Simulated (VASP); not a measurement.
Method: G0W0 on PBE orbitals, VASP's PBE PAW potentials (set 64) (plane waves; VASP).

The input files of a VASP run:

File KPOINTS:
```
K-points
0
gamma
  5 5 5
0 0 0
```

### POSCAR
```
MgS
5.20880
  0.0000000000   0.5000000000   0.5000000000
  0.5000000000   0.0000000000   0.5000000000
  0.5000000000   0.5000000000   0.0000000000
Mg S
1 1
Cartesian
  0.0000000000   0.0000000000   0.0000000000
  0.5000000000   0.5000000000   0.5000000000
```

### INCAR
```
SYSTEM = MgS
PREC = Normal; ENCUT = 500; LREAL = .False.
LASPH = .True.; NBANDS = 88
ALGO = EVGW0
ISMEAR = 0; SIGMA = 0.01
GGA = PE
LWAVE = .False.; LCHARG = .False.
NELMGW = 1; NOMEGA = 64; ENCUTGW = 170
NBANDSGW = 16; LSPECTRALGW = .True.
```

POTCAR, in this order: Mg_sv_GW S_GW (PBE.64 set). Program: vasp_std. Read from the step before: WAVECAR, WAVEDER.

Output of the run:

### OSZICAR
```
energies w=
    0.000    0.000    1.362    0.000    2.721    0.000    4.074    0.000
    5.420    0.000    6.756    0.000    8.081    0.000    9.391    0.000
   10.687    0.000   11.968    0.000   13.232    0.000   14.480    0.000
   15.712    0.000   16.928    0.000   18.130    0.000   19.317    0.000
   20.491    0.000   21.654    0.000   22.806    0.000   23.950    0.000
   25.087    0.000   26.220    0.000   27.349    0.000   28.478    0.000
   29.608    0.000   30.741    0.000   31.881    0.000   33.029    0.000
   34.189    0.000   35.363    0.000   36.554    0.000   37.766    0.000
   39.002    0.000   40.266    0.000   41.562    0.000   42.895    0.000
   44.270    0.000   45.692    0.000   47.168    0.000   48.705    0.000
   50.310    0.000   51.993    0.000   53.763    0.000   55.632    0.000
   57.613    0.000   59.722    0.000   61.976    0.000   64.397    0.000
   67.009    0.000   69.841    0.000   72.930    0.000   76.317    0.000
   80.054    0.000   84.206    0.000   88.852    0.000   94.093    0.000
  100.057    0.000  106.912    0.000  114.879    0.000  124.256    0.000
  135.458    0.000  149.072    0.000  165.968    0.000  187.483    0.000
NQ=   1    0.0000    0.0000    0.0000,
 performed        188000 updates of chi_q(r,r)
NQ=   2    0.2000    0.0000    0.0000,
 performed        542000 updates of chi_q(r,r)
NQ=   3    0.4000    0.0000    0.0000,
 performed        896000 updates of chi_q(r,r)
NQ=   4    0.2000    0.2000    0.0000,
 performed       1210000 updates of chi_q(r,r)
NQ=   5    0.4000    0.2000    0.0000,
 performed       1688000 updates of chi_q(r,r)
NQ=   6   -0.4000    0.2000    0.0000,
 performed       2166000 updates of chi_q(r,r)
NQ=   7   -0.2000    0.2000    0.0000,
 performed       2565000 updates of chi_q(r,r)
NQ=   8    0.4000    0.4000    0.0000,
 performed       2879000 updates of chi_q(r,r)
NQ=   9   -0.4000    0.4000    0.0000,
 performed       3278000 updates of chi_q(r,r)
NQ=  10   -0.4000    0.4000    0.2000,
 performed       3761000 updates of chi_q(r,r)
 resolving degeneracies of screened two electron integrals
```

File OUTCAR:
```


 k-point   1 :       0.0000    0.0000    0.0000
  band No.  KS-energies  QP-energies   sigma(KS)   V_xc(KS)     V^pw_x(r,r')   Z            occupation Imag(sigma)

      1     -70.6916     -81.1560     -48.0028     -33.7300     -56.4679       0.7332       2.0000       0.7265
      2     -37.4473     -43.6026     -41.2242     -33.1154     -48.6182       0.7591       2.0000       0.4466
      3     -37.4473     -43.6026     -41.2242     -33.1154     -48.6182       0.7591       2.0000       0.4466
      4     -37.4473     -43.6026     -41.2242     -33.1154     -48.6182       0.7591       2.0000       0.4466
      5      -8.6194      -9.6261     -14.1764     -12.7636     -21.0285       0.7126       2.0000       1.8836
      6       4.0305       3.1601     -14.5595     -13.4333     -16.3424       0.7729       2.0000       0.2220
      7       4.0305       3.1601     -14.5595     -13.4333     -16.3424       0.7729       2.0000       0.2220
      8       4.0305       3.1601     -14.5595     -13.4333     -16.3424       0.7729       2.0000       0.2220
      9       7.7190       8.3172     -10.2340     -10.9832      -6.4159       0.7984       0.0000      -0.2273
     10      11.9454      12.6191      -8.6405      -9.4864      -4.4083       0.7964       0.0000      -0.2982
     11      11.9454      12.6191      -8.6405      -9.4864      -4.4083       0.7964       0.0000      -0.2982
     12      11.9454      12.6191      -8.6405      -9.4864      -4.4083       0.7964       0.0000      -0.2982
     13      14.2896      15.1873      -9.5508     -10.6986      -4.8393       0.7821       0.0000      -0.4167
     14      14.2896      15.1873      -9.5508     -10.6986      -4.8393       0.7821       0.0000      -0.4167
     15      16.5610      16.7554      -7.0116      -7.2586      -1.8362       0.7872       0.0000      -0.6334
     16      17.2590      17.9994      -9.4887     -10.4379      -3.9528       0.7800       0.0000      -0.7432

 k-point   2 :       0.2000    0.0000    0.0000
  band No.  KS-energies  QP-energies   sigma(KS)   V_xc(KS)     V^pw_x(r,r')   Z            occupation Imag(sigma)

      1     -70.6927     -81.1008     -48.0033     -33.7310     -56.4687       0.7293       2.0000       0.7265
      2     -37.4484     -43.5928     -41.2223     -33.1127     -48.6156       0.7577       2.0000       0.4469
      3     -37.4484     -43.5928     -41.2223     -33.1127     -48.6156       0.7577       2.0000       0.4469
      4     -37.4484     -43.5928     -41.2223     -33.1127     -48.6156       0.7577       2.0000       0.4469
      5      -8.2471      -9.2238     -14.3152     -12.9515     -21.0818       0.7163       2.0000       1.8013
      6       1.9299       0.9397     -13.5422     -12.2446     -15.7373       0.7631       2.0000       0.2995
      7       3.8026       2.9095     -14.3988     -13.2414     -16.2281       0.7716       2.0000       0.2286
      8       3.8026       2.9095     -14.3988     -13.2414     -16.2281       0.7716       2.0000       0.2286
      9       8.9515       9.5544      -9.9192     -10.6769      -6.0034       0.7956       0.0000      -0.2460
     10      11.8217      12.5080      -9.6188     -10.4910      -5.2679       0.7868       0.0000      -0.3250
     11      12.0972      12.8380      -9.1558     -10.0922      -4.8308       0.7911       0.0000      -0.3222
     12      12.0972      12.8380      -9.1558     -10.0922      -4.8308       0.7911       0.0000      -0.3222
     13      13.7710      14.5608      -9.2597     -10.2665      -4.5827       0.7845       0.0000      -0.4069
     14      13.7710      14.5608      -9.2597     -10.2665      -4.5827       0.7845       0.0000      -0.4069
     15      16.2427      16.8377      -8.9419      -9.7028      -3.5434       0.7819       0.0000      -0.6772
     16      19.7894      20.2039      -7.7426      -8.2632      -2.2442       0.7963       0.0000      -0.8800

 k-point   3 :       0.4000    0.0000    0.0000
  band No.  KS-energies  QP-energies   sigma(KS)   V_xc(KS)     V^pw_x(r,r')   Z            occupation Imag(sigma)

      1     -70.6912     -81.1364     -48.0032     -33.7306     -56.4680       0.7318       2.0000       0.7263
      2     -37.4533     -43.4654     -41.2139     -33.0981     -48.6036       0.7408       2.0000       0.4490
      3     -37.4482     -43.6013     -41.2214     -33.1133     -48.6148       0.7589       2.0000       0.4465
      4     -37.4482     -43.6013     -41.2214     -33.1133     -48.6148       0.7589       2.0000       0.4465
      5      -7.4798      -8.3773     -14.7159     -13.4560     -21.3127       0.7124       2.0000       1.6351
      6      -0.4075      -1.5700     -12.8050     -11.2496     -15.8005       0.7474       2.0000       0.4707
      7       3.4908       2.5661     -14.2245     -13.0215     -16.1364       0.7687       2.0000       0.2398
      8       3.4908       2.5661     -14.2245     -13.0215     -16.1364       0.7687       2.0000       0.2398
      9       8.6584       9.1915      -9.0411      -9.7048      -5.2529       0.8033       0.0000      -0.2345
     10      11.0736      11.8260      -9.4443     -10.3941      -5.2781       0.7922       0.0000      -0.2970
     11      11.0736      11.8260      -9.4443     -10.3941      -5.2781       0.7922       0.0000      -0.2970
     12      13.9316      14.8367     -11.1908     -12.3728      -5.9864       0.7658       0.0000      -0.5175
     13      15.7122      16.1698      -8.2806      -8.8670      -3.0372       0.7803       0.0000      -0.5920
     14      16.6376      17.4775      -9.4723     -10.5519      -4.2498       0.7780       0.0000      -0.5929
     15      16.6376      17.4775      -9.4723     -10.5519      -4.2498       0.7780       0.0000      -0.5929
     16      21.3968      22.1649      -9.0695     -10.0417      -3.1428       0.7900       0.0000      -1.0824

 k-point   4 :       0.2000    0.2000    0.0000
  band No.  KS-energies  QP-energies   sigma(KS)   V_xc(KS)     V^pw_x(r,r')   Z            occupation Imag(sigma)

      1     -70.6909     -81.1884     -48.0027     -33.7300     -56.4676       0.7355       2.0000       0.7264
      2     -37.4487     -43.5630     -41.2215     -33.1117     -48.6147       0.7539       2.0000       0.4471
      3     -37.4487     -43.5630     -41.2215     -33.1117     -48.6147       0.7539       2.0000       0.4471
      4     -37.4487     -43.5630     -41.2215     -33.1117     -48.6147       0.7539       2.0000       0.4471
      5      -8.1284      -9.0927     -14.3552     -13.0089     -21.0947       0.7163       2.0000       1.7754
      6       2.0815       1.1141     -13.5921     -12.3255     -15.7219       0.7638       2.0000       0.2899
      7       3.3283       2.3941     -14.1616     -12.9469     -16.0992       0.7691       2.0000       0.2445
      8       3.3283       2.3941     -14.1616     -12.9469     -16.0992       0.7691       2.0000       0.2445
      9       9.4443      10.1363     -10.4936     -11.3690      -6.4985       0.7904       0.0000      -0.2622
     10      10.1538      10.6850      -8.2104      -8.8721      -4.2436       0.8028       0.0000      -0.2587
     11      11.7570      12.4996      -9.8643     -10.8098      -5.4226       0.7854       0.0000      -0.3429
     12      13.4819      14.2419      -9.3662     -10.3352      -4.7658       0.7844       0.0000      -0.3818
     13      13.4819      14.2419      -9.3662     -10.3352      -4.7658       0.7844       0.0000      -0.3818
     14      14.9276      15.8502      -9.6590     -10.8408      -4.7985       0.7806       0.0000      -0.4648
     15      18.5973      19.3456      -9.2952     -10.2457      -3.6518       0.7873       0.0000      -0.8614
     16      18.5973      19.3456      -9.2952     -10.2457      -3.6518       0.7873       0.0000      -0.8614

 k-point   5 :       0.4000    0.2000    0.0000
  band No.  KS-energies  QP-energies   sigma(KS)   V_xc(KS)     V^pw_x(r,r')   Z            occupation Imag(sigma)

      1     -70.6907     -81.2687     -48.0028     -33.7303     -56.4676       0.7411       2.0000       0.7263
      2     -37.4522     -43.4902     -41.2152     -33.1016     -48.6061       0.7442       2.0000       0.4486
      3     -37.4489     -43.5640     -41.2202     -33.1112     -48.6138       0.7541       2.0000       0.4471
      4     -37.4489     -43.5640     -41.2202     -33.1112     -48.6138       0.7541       2.0000       0.4471
      5      -7.4853      -8.3815     -14.6715     -13.4113     -21.2635       0.7111       2.0000       1.6345
      6       0.3738      -0.7373     -13.0665     -11.5921     -15.7969       0.7536       2.0000       0.4036
      7       2.5963       1.6149     -13.6575     -12.3787     -15.7201       0.7674       2.0000       0.2696
      8       2.9820       2.0164     -14.0183     -12.7583     -16.0507       0.7663       2.0000       0.2581
      9       8.9094       9.5464      -9.4717     -10.2682      -5.6049       0.7998       0.0000      -0.2466
     10      10.4942      11.1314      -9.4191     -10.2225      -5.3614       0.7933       0.0000      -0.2800
     11      12.0107      12.6987      -9.6493     -10.5267      -5.1801       0.7842       0.0000      -0.3443
     12      12.8645      13.6815      -9.7019     -10.7436      -5.1565       0.7844       0.0000      -0.3736
     13      15.8744      16.7400     -10.3622     -11.4866      -4.9959       0.7698       0.0000      -0.6105
     14      17.3602      18.3063      -9.8900     -11.1066      -4.5246       0.7776       0.0000      -0.6482
     15      18.4591      19.0876      -8.6792      -9.4767      -3.1542       0.7881       0.0000      -0.7993
     16      21.4608      22.4274      -9.8634     -11.0955      -3.8696       0.7846       0.0000      -1.0555

 k-point   6 :      -0.4000    0.2000    0.0000
  band No.  KS-energies  QP-energies   sigma(KS)   V_xc(KS)     V^pw_x(r,r')   Z            occupation Imag(sigma)

      1     -70.6902     -81.3326     -48.0028     -33.7301     -56.4673       0.7457       2.0000       0.7262
      2     -37.4530     -43.4809     -41.2140     -33.0989     -48.6044       0.7428       2.0000       0.4490
      3     -37.4493     -43.5482     -41.2192     -33.1102     -48.6125       0.7521       2.0000       0.4471
      4     -37.4493     -43.5482     -41.2192     -33.1102     -48.6125       0.7521       2.0000       0.4471
      5      -7.1656      -8.0286     -14.8886     -13.6739     -21.4133       0.7105       2.0000       1.5653
...
```
(Selected blocks of OUTCAR.)

The mesh is coarse and the basis finite, so the quasiparticle values are not converged.

The structure comes from a computed database's MgS entry (Fm-3m); how it stands against other phases isn't given here. The cell was not relaxed at this level.
